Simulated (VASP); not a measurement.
VASP runs on HfO2 (fluorite) share one base input (PBE GGA, plane waves, VASP's PBE PAW potentials (set 64)) and change the settings named in each case.

### INCAR
```
ALGO = Normal
EDIFF = 1E-6
ENCUT = 520
GGA = PE
ISIF = 2
ISMEAR = 0
LASPH = T
LCHARG = F
LMAXMIX = 6
LREAL = F
LWAVE = F
NELM = 100
PREC = Accurate
SIGMA = 0.05
SYSTEM = HfO2
```

**KPOINTS**
```
Automatic mesh
0
Gamma
7 7 7
0 0 0
```

File POSCAR:
```
HfO2
1
    0.0000000000     2.5908000000     2.5908000000
    2.5908000000     0.0000000000     2.5908000000
    2.5908000000     2.5908000000     0.0000000000
Hf O
1 2
Direct
  0.0000000000   0.0000000000   0.0000000000
  0.2500000000   0.2500000000   0.2500000000
  0.7500000000   0.7500000000   0.7500000000
```

POTCAR, in this order: Hf_pv O (PBE.64 set). Program: vasp_std.

| change | irreducible k-points |
|---|---|
| base run | 20 |
| ISYM = -1 | 343 |
| ISYM = 0 | 172 |
| ISYM = 1 | 20 |
| SYMPREC = 1E-3 | 20 |
 Unless said otherwise, spin-orbit coupling is left out, though it shifts the bands of the heavy elements here.

Left out are runs that ran out of time, are held back, or changed the cell or the kind of run, fixed moments of cells without a moment, rows past the twelfth, gaps on odd meshes, pressures of charged cells and columns that move by less than the noise.

The compound is HfO2 in the fluorite structure, the high-temperature cubic form, which is unstable at 0 K; the monoclinic form is the stable one. The cell was not relaxed at this level.
